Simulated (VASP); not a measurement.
An input for Ansatz (written as the equivalent of a VASP run, and not itself run):

Ansatz 0.2 input:
```yaml
crystal:
  lattice:
    - [-1.6547541, 1.6547541, 1.6547541]
    - [1.6547541, -1.6547541, 1.6547541]
    - [1.6547541, 1.6547541, -1.6547541]
  atoms:
    - { symbol: Nb, position: [0.0000000, 0.0000000, 0.0000000] }
kpoints:
  mp_grid: { grid: [15, 15, 15] }
hamiltonian:
  xc: pbe
  pseudopotentials: { kind: paw }
scf:
  occupations: { method: methfessel_paxton, width: 0.1 }
  max_iter: 100
output: { forces: true, stress: true, eigenvalues: true }
```

Question: Translate this input to VASP (INCAR, KPOINTS, POSCAR, choice of POTCAR).

Answer: This is not unique; one that fits is 
**POSCAR**
```
Nb
1
   -1.6547541382     1.6547541382     1.6547541382
    1.6547541382    -1.6547541382     1.6547541382
    1.6547541382     1.6547541382    -1.6547541382
Nb
1
Direct
  0.0000000000   0.0000000000   0.0000000000
```

**INCAR**
```
! general
SYSTEM   =  Nb
PREC     =  Accurate
ENCUT    =  520
LREAL    =  F   ! projection in real space or not
LASPH    =  T   ! aspherical one-centre terms

! electronic loop
EDIFF    =  1E-7   ! SCF stop (eV)
NELM     =  100
ALGO     =  Normal   ! blocked Davidson
LMAXMIX  =  4

! smearing
ISMEAR   =  1   ! Methfessel-Paxton
SIGMA    =  0.1

! functional
GGA      =  PE   ! PBE

! ions
ISIF     =  2

! output
LWAVE    =  F
LCHARG   =  F
```

File KPOINTS:
```
Regular mesh
0
gamma
  15 15 15
```

POTCAR, in this order: Nb_sv (PBE.64 set). Program: vasp_std.

Limits of the translation: each code has its own PAW files, so the cut-off isn't converted (ENCUT is set for VASP's; basis.ecutwfc is left out, and Ansatz then takes the one that its files recommend); Ansatz stops its SCF on the density residual and VASP on the energy change (EDIFF).

The compound is Nb in the bcc structure. It was relaxed first.
